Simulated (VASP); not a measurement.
Output of a VASP run:

### OSZICAR
```
...
CGA:   7    -0.244486626841E+02   -0.13627E+02   -0.12375E+02  1088   0.347E+01  -0.144E+01
CGA:   8    -0.255320160066E+02   -0.10834E+01   -0.11481E+01  1088   0.351E+01  -0.493E+00
CGA:   9    -0.259364995150E+02   -0.40448E+00   -0.40944E+00  1088   0.955E+00   0.934E-02
CGA:  10    -0.260726592241E+02   -0.13616E+00   -0.13659E+00  1088   0.341E+00   0.176E-04
CGA:  11    -0.261339799633E+02   -0.61321E-01   -0.61296E-01  1088   0.183E+00  -0.104E-02
CGA:  12    -0.261618121906E+02   -0.27832E-01   -0.27968E-01  1088   0.696E-01   0.725E-03
CGA:  13    -0.261795355719E+02   -0.17723E-01   -0.17676E-01  1088   0.457E-01   0.509E-03
CGA:  14    -0.261911157896E+02   -0.11580E-01   -0.11589E-01  1088   0.286E-01  -0.167E-03
CGA:  15    -0.261963118787E+02   -0.51961E-02   -0.52087E-02  1088   0.189E-01   0.233E-03
CGA:  16    -0.262007273959E+02   -0.44155E-02   -0.44226E-02  1088   0.111E-01  -0.170E-03
CGA:  17    -0.262040321357E+02   -0.33047E-02   -0.33088E-02  1088   0.765E-02  -0.412E-04
CGA:  18    -0.262068866021E+02   -0.28545E-02   -0.28541E-02  1088   0.820E-02   0.425E-05
CGA:  19    -0.262095459181E+02   -0.26593E-02   -0.26582E-02  1088   0.955E-02   0.931E-05
CGA:  20    -0.262116386048E+02   -0.20927E-02   -0.20934E-02  1088   0.764E-02   0.319E-04
CGA:  21    -0.262137776816E+02   -0.21391E-02   -0.21399E-02  1088   0.437E-02  -0.864E-05
CGA:  22    -0.262150370198E+02   -0.12593E-02   -0.12598E-02  1088   0.235E-02  -0.881E-05
CGA:  23    -0.262156300770E+02   -0.59306E-03   -0.59311E-03  1088   0.187E-02  -0.123E-04
CGA:  24    -0.262160133563E+02   -0.38328E-03   -0.38245E-03  1088   0.103E-02  -0.158E-04
CGA:  25    -0.262163148415E+02   -0.30149E-03   -0.30190E-03  1088   0.584E-03  -0.920E-05
CGA:  26    -0.262165164048E+02   -0.20156E-03   -0.20186E-03  1088   0.506E-03  -0.263E-05
CGA:  27    -0.262166445963E+02   -0.12819E-03   -0.12820E-03  1088   0.452E-03   0.231E-05
CGA:  28    -0.262167592578E+02   -0.11466E-03   -0.11467E-03  1088   0.278E-03   0.286E-05
CGA:  29    -0.262168697036E+02   -0.11045E-03   -0.11020E-03  1088   0.249E-03   0.165E-05
CGA:  30    -0.262169599664E+02   -0.90263E-04   -0.90282E-04  1088   0.270E-03  -0.171E-06
CGA:  31    -0.262170211559E+02   -0.61190E-04   -0.61134E-04  1088   0.177E-03  -0.982E-06
CGA:  32    -0.262170754418E+02   -0.54286E-04   -0.54301E-04  1088   0.100E-03  -0.410E-06
CGA:  33    -0.262171114925E+02   -0.36051E-04   -0.36056E-04  1088   0.679E-04  -0.730E-07
CGA:  34    -0.262171281581E+02   -0.16666E-04   -0.16677E-04  1088   0.500E-04   0.306E-06
CGA:  35    -0.262171402554E+02   -0.12097E-04   -0.12102E-04  1088   0.248E-04   0.100E-06
CGA:  36    -0.262171494666E+02   -0.92112E-05   -0.91978E-05  1088   0.162E-04   0.145E-06
CGA:  37    -0.262171550713E+02   -0.56048E-05   -0.56105E-05  1088   0.146E-04  -0.102E-06
CGA:  38    -0.262171586853E+02   -0.36140E-05   -0.36106E-05  1088   0.114E-04  -0.730E-07
CGA:  39    -0.262171628418E+02   -0.41565E-05   -0.41836E-05  1088   0.903E-05  -0.343E-06
CGA:  40    -0.262171664216E+02   -0.35798E-05   -0.36243E-05  1088   0.793E-05  -0.378E-06
CGA:  41    -0.262171688237E+02   -0.24021E-05   -0.24053E-05  1088   0.728E-05  -0.380E-06
CGA:  42    -0.262171706135E+02   -0.17898E-05   -0.17772E-05  1088   0.470E-05  -0.239E-06
CGA:  43    -0.262171722108E+02   -0.15973E-05   -0.16120E-05  1088   0.299E-05  -0.290E-06
CGA:  44    -0.262171732308E+02   -0.10200E-05   -0.10293E-05  1088   0.241E-05  -0.161E-06
CGA:  45    -0.262171738564E+02   -0.62555E-06   -0.61923E-06  1088   0.199E-05  -0.149E-06
   1 F= -.26217174E+02 E0= -.26217174E+02  d E =-.720075E-21
```

### OUTCAR
```
------------------------ aborting loop because EDIFF is reached ----------------------------------------
  FORCE on cell =-STRESS in cart. coord.  units (eV):
  Direction    XX          YY          ZZ          XY          YZ          ZX
  --------------------------------------------------------------------------------------
  Total       -0.2242235      0.5215861     -1.1100308      0.0000000      0.0162103      0.0000000
  in kB       -8.7550287     20.3658444    -43.3422470      0.0000000      0.6329460      0.0000000
  external PRESSURE =     -10.5771438 kB  Pullay stress =       0.0000000 kB
  volume of cell :       41.03
      direct lattice vectors                 reciprocal lattice vectors
     0.000000000  2.701501000  2.775924000    -0.182758892  0.185082293  0.180120205
     2.735845000  0.000000000  2.775924000     0.182758892 -0.185082293  0.180120205
     2.735845000  2.701501000  0.000000000     0.182758892  0.185082293 -0.180120205
 POSITION                                       TOTAL-FORCE (eV/Angst)
 -----------------------------------------------------------------------------------
      0.00000      0.00000      0.00000         0.061876      0.000000     -0.000000
      1.36792      1.35075      1.38796         0.072332      0.000000     -0.000000
      4.12431      4.05225      4.16389        -0.134207      0.000000      0.000000
 -----------------------------------------------------------------------------------
    total drift:                                0.000378     -0.000000     -0.000000
  FREE ENERGIE OF THE ION-ELECTRON SYSTEM (eV)
  ---------------------------------------------------
  free  energy   TOTEN  =       -26.2171738564 eV

  energy  without entropy=      -26.2171738564  energy(sigma->0) =      -26.21717386
```
(Selected blocks of OUTCAR.)

File POSCAR:
```
CeO2
1
    0.0000000000     2.7015010000     2.7759240000
    2.7358450000     0.0000000000     2.7759240000
    2.7358450000     2.7015010000     0.0000000000
Ce O
1 2
Direct
  0.0000000000   0.0000000000   0.0000000000
  0.2500000000   0.2500000000   0.2500000000
  0.7462460000   0.7537540000   0.7537540000
```

Task: Reconstruct the remaining input files.

Result: One answer among several that fit: the input of the run itself, PBE GGA, plane waves, VASP's PBE PAW potentials (set 64).

File KPOINTS:
```
kpoints
0
Gamma
 6 6 6
```

**INCAR**
```
! general
SYSTEM =CeO2
PREC   =Accurate
ENCUT  =520   ! plane-wave cut-off (eV)
LREAL  =F
LASPH  =T

! electronic loop
EDIFF  =1E-6
NELM   =100   ! most electronic steps
ALGO   =Conjugate
LMAXMIX=6   ! l cut-off of mixed one-centre charges

! smearing
ISMEAR =0
SIGMA  =0.05   ! width (eV)

! functional
GGA    =PE   ! PBE

! ions
ISIF   =2   ! forces and stress, cell fixed

! output
LWAVE  =F
LCHARG =F
```

POTCAR, in this order: Ce O (PBE.64 set). Program: vasp_std.

The compound is CeO2 in the fluorite structure. The cell was not relaxed at this level, atoms are displaced from their ideal sites. The run is one of a series of settings (ALGO = Conjugate against the base run), some of them coarse on purpose. The run is not spin-polarised, so no magnetic state was tried.
